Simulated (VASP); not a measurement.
**Ga₄BiAs₃ (space group Amm2): computed properties**

Calculation: PBEsol GGA, VASP's PBE PAW potentials (set 64) (plane waves; VASP).

```
Quantity                                                                                                Result
----------------------------------  --------------------------------------------------------------------------
space group                                                                                          Amm2 (38)
cell                                a = 4.120 Å, b = 8.266 Å, c = 11.635 Å, α = 90.00°, β = 90.00°, γ = 90.00°
volume per atom                                                                                  24.76 Å³/atom
band gap (over mesh and band path)                                    none (metal, semimetal or under 0.01 eV)
density                                                                                             5.97 g/cm³
```

```yaml
crystal:
  lattice:
    - [4.11967, 0.00000, 0.00000]
    - [0.00000, 4.13304, 5.81742]
    - [0.00000, -4.13304, 5.81742]
  atoms:
    - { symbol: Ga, position: [0.50000, 0.36072, 0.36072] }
    - { symbol: Ga, position: [0.00000, 0.36701, 0.89450] }
    - { symbol: Ga, position: [0.00000, 0.89450, 0.36701] }
    - { symbol: Ga, position: [0.50000, 0.87613, 0.87613] }
    - { symbol: Bi, position: [0.00000, 0.50146, 0.50146] }
    - { symbol: As, position: [0.00000, 0.00032, 0.00032] }
    - { symbol: As, position: [0.50000, 0.99965, 0.50021] }
    - { symbol: As, position: [0.50000, 0.50021, 0.99965] }
```

Unless said otherwise, spin-orbit coupling is left out, though it shifts the bands of the heavy elements here.

The structure comes from a computed database's Ga4BiAs3 entry (Amm2); how it stands against other phases isn't given here. It was relaxed first, which changed the volume by -5 %. Symmetry was kept, so distortions that lower it aren't found.
